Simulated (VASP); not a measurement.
Runs of VASP 6.6.1 on Pt. Symmetry: Fm-3m, No. 225, cubic system. Conventional cell: a = 3.943 Å, b = 3.943 Å, c = 3.943 Å, α = 90.00°, β = 90.00°, γ = 90.00°. Pt (site symmetry m-3m) has 12 Pt at 2.79 Å as nearest neighbours. 

```csv
task,level,potentials or basis,cell,k mesh,cutoff (eV),mesh quality,gap on the mesh (eV),pressure (GPa),relaxed volume (Å³/atom)
relaxation of cell and atoms,PBEsol,"VASP PAW PBE potentials, release 64 (Pt)",relaxed,18 × 18 × 18,300,not flagged,none,0.0,14.98
relaxation of cell and atoms,PBEsol,"VASP PAW PBE potentials, release 64 (Pt)",relaxed,6 × 6 × 6,600,coarse,none,0.0,14.88
relaxation of cell and atoms,PBE,"VASP PAW PBE potentials, release 64 (Pt)",relaxed,18 × 18 × 18,600,not flagged,none,0.0,15.62
relaxation of cell and atoms,PBE+D3(BJ),"VASP PAW PBE potentials, release 64 (Pt)",relaxed,18 × 18 × 18,600,not flagged,none,0.0,15.13
relaxation of cell and atoms,RPBE,"VASP PAW PBE potentials, release 64 (Pt)",relaxed,18 × 18 × 18,600,not flagged,none,0.0,(b)
single point,PBEsol,"VASP PAW PBE potentials, release 64 (Pt)",as given,18 × 18 × 18,520,not flagged,none,-5.6,-
relaxation of cell and atoms,LDA,"VASP PAW LDA potentials, release 64 (Pt)",relaxed,18 × 18 × 18,600,not flagged,none,0.0,(a)
relaxation of cell and atoms,PBEsol,"VASP PAW PBE potentials, release 64 (Pt)",relaxed,18 × 18 × 18,600,not flagged,none,0.0,15.02
```

Alike in all rows: no spin polarisation; smearing gaussian 0.1 eV.

Fill in the values left out.

(a) 14.80; (b) 15.89.

Caveats: some runs use coarse meshes; the PAW data sets were made with another functional, which shifts forces and pressure a little (some runs); pairwise dispersion overbinds metals, which lowers pressure and volume (some runs).

A k mesh can miss the band edges, and the runs leave out spin-orbit coupling on Pt.

A gap of «none» marks a metal or a gap under the smearing width.

Not every run made on this cell is shown here.
